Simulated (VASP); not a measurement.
Here is the system:

```
CELL_PARAMETERS angstrom
     -1.61302     1.61302     1.61302
      1.61302    -1.61302     1.61302
      1.61302     1.61302    -1.61302
ATOMIC_POSITIONS crystal
  Mo 0.00000 0.00000 0.00000
```

Level of theory: optB88-vdW, VASP's PBE PAW potentials (set 64) (plane waves; VASP). Run with 520 eV cut-off, 16×16×16 Γ-centred mesh, first-order Methfessel-Paxton smearing of 0.10 eV, potentials Mo_sv.

Task: Give the stress tensor in GPa (positive for a compressed cell).

Result: 
```
-13.81    0.00    0.00
  0.00  -13.81    0.00
  0.00    0.00  -13.81
```
The pressure is its mean diagonal, -13.81 GPa.

The compound is Mo in the bcc structure. This cell is one point of a volume scan, at 1.06 of the reference volume.
